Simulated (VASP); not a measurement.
Here is a VASP 6.6.1 calculation.

File INCAR:

```
SYSTEM = Mg2CdN2
PREC = Accurate
ENCUT = 520
EDIFF = 1E-6
ISMEAR = 0
SIGMA = 0.1
LREAL = .False.
LASPH = .True.
NELM = 80
ALGO = Normal
ISIF = 2
LWAVE = .False.
LCHARG = .False.
GGA = PS
NBANDS = 21
```

The input KPOINTS:

```
Automatic mesh
0
Gamma
  6 6 4
  0 0 0
```

File POSCAR:

```
Mg2CdN2
1.0
    3.5528825911      0.0000000000      0.0000000000
   -1.7764412955      3.0768865806      0.0000000000
    0.0000000000      0.0000000000      5.9838310064
Mg Cd N
2 1 2
Direct
    0.6666666700      0.3333333300      0.1534420000
    0.3333333300      0.6666666700      0.8465580000
    0.0000000000      0.0000000000      0.5000000000
    0.6666666700      0.3333333300      0.7722310000
    0.3333333300      0.6666666700      0.2277690000
```

Potentials or basis: VASP PAW PBE potentials, release 64 (Mg, Cd, N).

Launch:

```bash
$ cat potpaw_PBE.64/Mg/POTCAR potpaw_PBE.64/Cd/POTCAR potpaw_PBE.64/N/POTCAR > POTCAR
$ mpirun -np 1 vasp_std > vasp.out
```

(1) Estimate the band gap on the k mesh.

(2) Estimate the largest force.

(3) Predict the pressure.

Answers

(1) 0.33 eV, indirect (least direct gap 0.65 eV).

(2) 0.089 eV/Å.

(3) -3.9 GPa.

Caveat: the PAW data sets were made with another functional, which shifts forces and pressure a little.
